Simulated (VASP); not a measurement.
# LiY3 (I4/mmm) in VASP: notebook, part 2 of 2

VASP 6.6.1. The steps go on from the part before.

### 3 Relaxation of cell and atoms, PBE

The input, INCAR:

```
PREC = Accurate ; ENCUT = 600
EDIFF = 1E-6 ; ISMEAR = -1
SIGMA = 0.05 ; LREAL = False
LASPH = True ; NELM = 100
ALGO = Normal ; ISIF = 3
LWAVE = False ; LCHARG = False
GGA = PE ; IBRION = 2
NSW = 40 ; EDIFFG = -0.01
```

The input, KPOINTS:

```
Automatic mesh
0
Gamma
  6 6 6
```

The input, POSCAR:

```
LiY3
1.0
   -2.3671900000      2.3671900000      5.3266430000
    2.3671900000     -2.3671900000      5.3266430000
    2.3671900000      2.3671900000     -5.3266430000
Y Li
3 1
Direct
    0.5000000000      0.5000000000      0.0000000000
    0.2500000000      0.7500000000      0.5000000000
    0.7500000000      0.2500000000      0.5000000000
    0.0000000000      0.0000000000      0.0000000000
```

Potentials or basis: VASP PAW PBE potentials, release 64 (Y_sv, Li_sv).

Run with:

```console
> cat potpaw_PBE.64/Y_sv/POTCAR potpaw_PBE.64/Li_sv/POTCAR > POTCAR
> mpirun -np 1 vasp_std > vasp.out
```

OUTCAR:

```text
PREC = Accurate
   ENCUT = 600
   EDIFF = 1E-6
   ISMEAR = -1
   LREAL = False
   LASPH = True
   NELM = 100
   ISIF = 3
   GGA = PE
   IBRION = 2
   NSW = 40
   EDIFFG = -0.01

 ion  position               nearest neighbor table
   1  0.500  0.500  0.000-   4 3.35   4 3.35   4 3.35   4 3.35   3 3.56   2 3.56   3 3.56   3 3.56
                             2 3.56   2 3.56   3 3.56   2 3.56
   2  0.250  0.750  0.500-   3 3.35   3 3.35   3 3.35   3 3.35   1 3.56   1 3.56   1 3.56   1 3.56

   3  0.750  0.250  0.500-   2 3.35   2 3.35   2 3.35   2 3.35   1 3.56   1 3.56   1 3.56   1 3.56

   4  0.000  0.000  0.000-   1 3.35   1 3.35   1 3.35   1 3.35

  LATTYP: Found a body centered tetragonal cell.
 ALAT       =     4.7343800000
 C/A-ratio  =     2.2501966467

  Lattice vectors:

 A1 = (  -2.3671900000,   2.3671900000,   5.3266430000)
 A2 = (   2.3671900000,  -2.3671900000,   5.3266430000)
 A3 = (   2.3671900000,   2.3671900000,  -5.3266430000)

Analysis of symmetry for initial positions (statically):
=====================================================================
 Subroutine PRICEL returns:
 Original cell was already a primitive cell.

 Routine SETGRP: Setting up the symmetry group for a
 body centered tetragonal supercell.

 Subroutine GETGRP returns: Found 16 space group operations
 (whereof 16 operations were pure point group operations)
 out of a pool of 16 trial point group operations.

The static configuration has the point symmetry D_4h.

Analysis of symmetry for dynamics (positions and initial velocities):
=====================================================================
 Subroutine PRICEL returns:
 Original cell was already a primitive cell.

 Routine SETGRP: Setting up the symmetry group for a
 body centered tetragonal supercell.

 Subroutine GETGRP returns: Found 16 space group operations
 (whereof 16 operations were pure point group operations)
 out of a pool of 16 trial point group operations.

The dynamic configuration has the point symmetry D_4h.

 Subroutine INISYM returns: Found 16 space group operations
 (whereof 16 operations are pure point group operations),
 and found     1 'primitive' translations

----------------------------------------------------------------------------------------

                                     Primitive cell

  volume of cell :     119.3933

  direct lattice vectors                    reciprocal lattice vectors
    -2.367190000  2.367190000  5.326643000     0.000000000  0.211220899  0.093867751
     2.367190000 -2.367190000  5.326643000     0.211220899  0.000000000  0.093867751
     2.367190000  2.367190000 -5.326643000     0.211220899  0.211220899  0.000000000

  length of vectors
     6.291287836  6.291287836  6.291287836     0.231139401  0.231139401  0.298711460

  position of ions in fractional coordinates (direct lattice)
     0.500000000  0.500000000  0.000000000
     0.250000000  0.750000000  0.500000000
     0.750000000  0.250000000  0.500000000
     0.000000000  0.000000000  0.000000000

  ion indices of the primitive-cell ions
   primitive index   ion index
                 1           1
                 2           2
                 3           3
[... 53 lines left out ...]
 -0.166667 -0.333333  0.166667      8.000000
 [... further k-points ...]
   k-points           NKPTS =     30   k-points in BZ     NKDIM =     30   number of bands    NBANDS=     22
   number of dos      NEDOS =    301   number of ions     NIONS =      4
   total plane-waves  NPLWV = 125000
   dimension x,y,z NGX =    50 NGY =   50 NGZ =   50
   dimension x,y,z NGXF=   100 NGYF=  100 NGZF=  100
   ions per type =               3   1
   NGX,Y,Z   is equivalent  to a cutoff of  13.21, 13.21, 13.21 a.u.
   NGXF,Y,Z  is equivalent  to a cutoff of  26.42, 26.42, 26.42 a.u.
 SYSTEM =  unknown system
   PREC   = accura    normal or accurate (medium, high low for compatibility)
   ISTART =      0    job   : 0-new  1-cont  2-samecut
   ICHARG =      2    charge: 1-file 2-atom 10-const
   ISPIN  =      1    spin polarized calculation?
   LNONCOLLINEAR =      F non collinear calculations
   LSORBIT =      F    spin-orbit coupling
   LASPH  =      T    aspherical Exc in radial PAW
   ENCUT  =  600.0 eV  44.10 Ry    6.64 a.u.  12.57 12.57 12.57*2*pi/ulx,y,z
   NELM   =    100;   NELMIN=  2; NELMDL= -5     # of ELM steps
   EDIFF  = 0.1E-05   stopping-criterion for ELM
   LREAL  =      F    real-space projection
   EDIFFG = -.1E-01   stopping-criterion for IOM
   NSW    =     40    number of steps for IOM
   IBRION =      2    ionic relax: 0-MD 1-quasi-New 2-CG
   NFREE  =      1    steps in history (QN), initial steepest desc. (CG)
   ISIF   =      3    stress and relaxation
   ISYM   =      2    0-nonsym 1-usesym 2-fastsym
   POTIM  = 0.5000    time-step for ionic-motion
   TEBEG  =    0.0;   TEEND  =   0.0 temperature during run
   PSTRESS=    0.0 pullay stress
   NELECT =      36.0000    total number of electrons
   NUPDOWN=      -1.0000    fix difference up-down
   EMIN   =  10.00;   EMAX   =-10.00  energy-range for DOS
   EFERMI =   0.00;   METHOD = LEGACY
   ISMEAR =    -1;   SIGMA  =   0.05  broadening in eV -4-tet -1-fermi 0-gaus
   EFERMI_NEDOS =   21; number of points for ismear=-14 and -15
   IALGO  =     38    algorithm
   IMIX   =      4    mixing-type and parameters
     AMIX     =   0.40;   BMIX     =  1.00
     AMIX_MAG =   1.60;   BMIX_MAG =  1.00
  volume/ion in A,a.u.               =      29.85       201.43
  Fermi-wavevector in a.u.,A,eV,Ry     =   1.097781  2.074505 16.396697  1.205123
  Thomas-Fermi vector in A             =   2.234147
   LORBIT       =      0    0 simple, 1 ext, 2 COOP (PROOUT), +10 PAW based schemes
   GGA     = PE    functional components
   LHFCALC =     F    Hartree Fock is set to
   AEXX    =    0.0000 exact exchange contribution
   IVDW    =     0    specifies the selected vdW correction
   LEPSILON=     F    determine dielectric tensor
   LRPA    =     F    only Hartree local field effects (RPA)
 conjugate gradient relaxation of ions
 non-spin polarized calculation
  energy-cutoff  :      600.00
  volume of cell :      119.39
 maximum number of plane-waves:      4029
   NGX = 25   NGY = 25   NGZ = 25

--------------------------------------- Ionic step        1  -------------------------------------------

 number of electron      36.0000004 magnetization

 Free energy of the ion-electron system (eV)
  ---------------------------------------------------
  ext. energy  EPLUGINS =         0.00000000
  ---------------------------------------------------
  free energy    TOTEN  =       -20.44865952 eV

  energy without entropy =      -20.39040095  energy(sigma->0) =      -20.41953023

------------------------ aborting loop because EDIFF is reached ----------------------------------------

  FORCE on cell =-STRESS in cart. coord.  units (eV):
  Direction    XX          YY          ZZ          XY          YZ          ZX
  --------------------------------------------------------------------------------------
  -------------------------------------------------------------------------------------
  Total        0.0152276      0.0152276     -0.1967894      0.0000000      0.0000000     -0.0000000
  in kB        0.2043436      0.2043436     -2.6407817      0.0000000      0.0000000     -0.0000000
  external PRESSURE =      -0.7440315 kB  Pullay stress =       0.0000000 kB
[... 253 lines left out ...]
--------------------------------------- Ionic step        8  -------------------------------------------

 number of electron      36.0000003 magnetization

 Free energy of the ion-electron system (eV)
  ---------------------------------------------------
  ext. energy  EPLUGINS =         0.00000000
  ---------------------------------------------------
  free energy    TOTEN  =       -20.45032492 eV

  energy without entropy =      -20.38945556  energy(sigma->0) =      -20.41989024

 E-fermi :   2.5599     XC(G=0):  -9.0136

 val. band max:        2.5492164636   @ k =  -0.3333   0.3333   0.0000
 cond. band min:       2.5660005529   @ k =  -0.1667  -0.1667   0.1667
 fundamental gap:      0.0167840892
 Fermi energy:         2.5598986381

 k-point     1 :       0.0000    0.0000    0.0000
  band No.  band energies     occupation
      1     -43.1563      2.00000
      2     -40.2620      2.00000
      3     -40.1659      2.00000
      4     -40.0913      2.00000
      5     -20.4145      2.00000
      6     -20.3722      2.00000
[... 589 lines left out ...]
     21       3.6147      0.00000
     22       4.1497      0.00000

 [... further k-points ...]

------------------------ aborting loop because EDIFF is reached ----------------------------------------

  FORCE on cell =-STRESS in cart. coord.  units (eV):
  Direction    XX          YY          ZZ          XY          YZ          ZX
  --------------------------------------------------------------------------------------
  -------------------------------------------------------------------------------------
  Total        0.0170889      0.0170889      0.0331577      0.0000000      0.0000000     -0.0000000
  in kB        0.2300903      0.2300903      0.4464455      0.0000000      0.0000000     -0.0000000
  external PRESSURE =       0.3022087 kB  Pullay stress =       0.0000000 kB
[... 19 lines left out ...]
  FREE ENERGIE OF THE ION-ELECTRON SYSTEM (eV)
  ---------------------------------------------------
  free  energy   TOTEN  =       -20.4503249230 eV

  energy  without entropy=      -20.3894555639  energy(sigma->0) =      -20.41989024

 reached required accuracy - stopping structural energy minimisation
```

Wall time 23 min (1 thread of Intel Xeon Platinum 8375C at 2.90GHz (Ice Lake), shared host); peak memory 0.42 GiB.

Results:

```yaml
Free_energy: -20.4503 eV
Relaxed_volume: 29.75 Å³/atom
Relaxed_cell: a = 6.227 Å, b = 6.227 Å, c = 6.227 Å, α = 134.99°, β = 134.99°, γ = 65.55°
Space_group_after_relaxing_to_0.05_Å: I4/mmm (No. 139)
Energy_gained_by_relaxing: 0.4 meV/atom
Ionic_steps: 8
Pressure_after_relaxing: 0.0 GPa
Band_gap_on_the_k_mesh: none (metal or under the smearing width)
```

Step by step:
```
step  energy change (eV)  largest force (eV/Å)  pressure (GPa)  volume (Å³)
   1              0.0000                0.0000           -0.07       119.39
   2             -0.0004                0.0000           -0.01       119.15
   3             -0.0008                0.0000            0.18       118.44
   4             -0.0011                0.0000            0.16       118.51
   5             -0.0015                0.0000            0.10       118.70
   6             -0.0014                0.0000           -0.01       119.08
   7             -0.0016                0.0000            0.06       118.86
   8             -0.0017                0.0000            0.03       118.99
```

Final structure:
```yaml
crystal:
  lattice:
    - [-2.38369, 2.38369, 5.23562]
    - [2.38369, -2.38369, 5.23562]
    - [2.38369, 2.38369, -5.23562]
  atoms:
    - { symbol: Y, position: [0.50000, 0.50000, 0.00000] }
    - { symbol: Y, position: [0.25000, 0.75000, 0.50000] }
    - { symbol: Y, position: [0.75000, 0.25000, 0.50000] }
    - { symbol: Li, position: [0.00000, 0.00000, 0.00000] }
```

Caveat: the cutoff is under 1.25 times the usual one of these potentials, so pressure, stress and relaxed cells hold a basis-set (Pulay) error.
